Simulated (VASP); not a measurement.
Data:

```xyz
4
Lattice="1.5717 -2.7223 0.0000 1.5717 2.7223 0.0000 0.0000 0.0000 5.0317" Properties=species:S:1:pos:R:3 pbc="T T T"
Al     1.5717    -0.9074     2.5160
Al     1.5717     0.9074     0.0001
N      1.5717    -0.9074     4.4379
N      1.5717     0.9074     1.9220
```

Calculation: revPBE GGA, VASP's PBE PAW potentials (set 64) (plane waves; VASP). Numerical set-up: 520 eV cut-off, 9×9×5 Γ-centred mesh, tetrahedra with Blöchl corrections, potentials Al N.

### Question
Tabulate the total density of states (states/eV per cell) against energy (eV; zero at the valence-band maximum or, without a gap, the Fermi level).

### Answer

```
E (eV) | DOS (states/eV)
    -9.95 |  0.00
    -9.71 |  0.00
    -9.47 |  0.00
    -9.23 |  0.00
    -9.11 |  0.00
    -8.87 |  0.00
    -8.63 |  0.00
    -8.39 |  0.00
    -8.15 |  0.00
    -7.91 |  0.00
    -7.79 |  0.00
    -7.55 |  0.00
    -7.31 |  0.00
    -7.07 |  0.00
    -6.83 |  0.00
    -6.59 |  0.00
    -6.47 |  0.00
    -6.23 |  0.00
    -5.99 |  0.00
    -5.75 |  0.02
    -5.51 | ## 0.34
    -5.27 | ######### 1.28
    -5.15 | ########### 1.70
    -4.91 | #################### 2.94
    -4.67 | ##################### 3.11
    -4.43 | ########### 1.71
    -4.19 | ############ 1.73
    -3.95 | ########## 1.44
    -3.83 | ####### 0.99
    -3.59 | ###### 0.87
    -3.35 | ########## 1.45
    -3.11 | ############ 1.76
    -2.87 | ########### 1.68
    -2.63 | ############# 1.88
    -2.51 | ############## 2.05
    -2.27 | ############### 2.22
    -2.03 | ################### 2.79
    -1.79 | ################# 2.58
    -1.55 | ################# 2.56
    -1.31 | ########################### 4.04
    -1.19 | ######################## 3.62
    -0.95 | ############################## 4.50
    -0.71 | #################### 3.05
    -0.47 | ############# 1.96
    -0.23 | #### 0.62
     0.01 |  0.02
     0.13 |  0.00
     0.37 |  0.00
     0.61 |  0.00
     0.85 |  0.00
     1.09 |  0.00
     1.33 |  0.00
     1.45 |  0.00
     1.69 |  0.00
     1.93 |  0.00
     2.17 |  0.00
     2.41 |  0.00
     2.65 |  0.00
     2.77 |  0.00
     3.01 |  0.00
     3.25 |  0.00
     3.49 |  0.00
     3.73 |  0.00
     3.97 |  0.00
     4.09 |  0.00
     4.33 |  0.01
     4.57 |  0.04
     4.81 |  0.07
     5.05 | # 0.18
     5.29 | #### 0.66
     5.41 | ###### 0.96
     5.65 | ############ 1.74
     5.89 | ############### 2.18
     6.13 | ################# 2.50
     6.37 | ############## 2.09
     6.61 | ######## 1.23
     6.73 | ######### 1.33
     6.97 | ########## 1.48
     7.21 | ######### 1.31
     7.45 | ###### 0.95
```
Within 2 eV below the valence-band maximum the largest weight inside VASP's projection spheres is N p.

The compound is AlN in the wurtzite structure. It was relaxed first.
